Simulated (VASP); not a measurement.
Consider the following.

```
KMgF3
1.0
    4.00234     0.00000     0.00000
    0.00000     4.00234     0.00000
    0.00000     0.00000     4.00234
K Mg F
1 1 3
Direct
  0.50000   0.50000   0.50000
  0.00000   0.00000   0.00000
  0.00000   0.50000   0.00000
  0.50000   0.00000   0.00000
  0.00000   0.00000   0.50000
```

Method: PBE GGA, VASP's PBE PAW potentials (set 64) (plane waves; VASP). Numerical set-up: 400 eV cut-off, 4×4×4 Γ-centred mesh, Fermi-Dirac smearing of 0.020 eV, potentials K_sv Mg F.

At this cut-off the stress carries a Pulay error, which pulls relaxed volumes low.

Task: Give the stress tensor in GPa (positive for a compressed cell).

Result: 
```
-5.78   0.00   0.00
 0.00  -5.78   0.00
 0.00   0.00  -5.78
```
The pressure is its mean diagonal, -5.78 GPa.

The structure comes from a computed database's KMgF3 entry; how it stands against other phases isn't given here. The cell was not relaxed at this level.
